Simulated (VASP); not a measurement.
VASP runs on PbS (space group Fm-3m) share one base input (PBEsol GGA, plane waves, VASP's PBE PAW potentials (set 64)) and change the settings named in each case.

### POSCAR
```
PbS
5.940
  0.0000000000   0.5000000000   0.5000000000
  0.5000000000   0.0000000000   0.5000000000
  0.5000000000   0.5000000000   0.0000000000
Pb S
1 1
Direct
  0.0000000000   0.0000000000   0.0000000000
  0.5000000000   0.5000000000   0.5000000000
```

### INCAR
```
# general
SYSTEM  = PbS
PREC    = Accurate
ENCUT   = 300   # plane-wave cut-off (eV)
LREAL   = .FALSE.
LASPH   = .TRUE.   # aspherical one-centre terms

# electronic loop
EDIFF   = 1E-6   # SCF stop (eV)
NELM    = 100   # most electronic steps
ALGO    = Normal   # blocked Davidson
LMAXMIX = 4

# smearing
ISMEAR  = -1
SIGMA   = 0.05   # width (eV)

# functional
GGA     = PS

# ions
ISIF    = 2   # forces and stress, cell fixed

# output
LWAVE   = .FALSE.
LCHARG  = .FALSE.
```

KPOINTS:
```
Automatic mesh
0
Gamma
5 5 5
0 0 0
```

POTCAR, in this order: Pb_d S (PBE.64 set). Program: vasp_std.

| change | E(σ→0) (eV/atom) | pressure (GPa) |
|---|---|---|
| base run | -4.7335 | -1.82 |
| GGA removed, POTCAR Pb_d S (LDA.64 set) | -4.9948 | -3.47 |
| GGA_COMPAT = .FALSE., LNONCOLLINEAR = .TRUE., LSORBIT = .TRUE., MAGMOM = 0.0 0.0 0.0 0.0 0.0 0.0, program vasp_ncl | -4.9241 | -2.13 |
| KPOINTS 3×3×3 Γ-centred mesh | -4.7869 | -2.70 |
 Energies of different potentials or functionals have different zeros.  Unless said otherwise, spin-orbit coupling is left out, though it shifts the bands of the heavy elements here. At 300 eV the pressure can carry a Pulay error.

Left out are runs that ran out of time, are held back, or changed the cell or the kind of run, fixed moments of cells without a moment, rows past the twelfth, gaps on odd meshes, pressures of charged cells and columns that move by less than the noise.

The structure is a typed PbS crystal. The cell was not relaxed at this level.
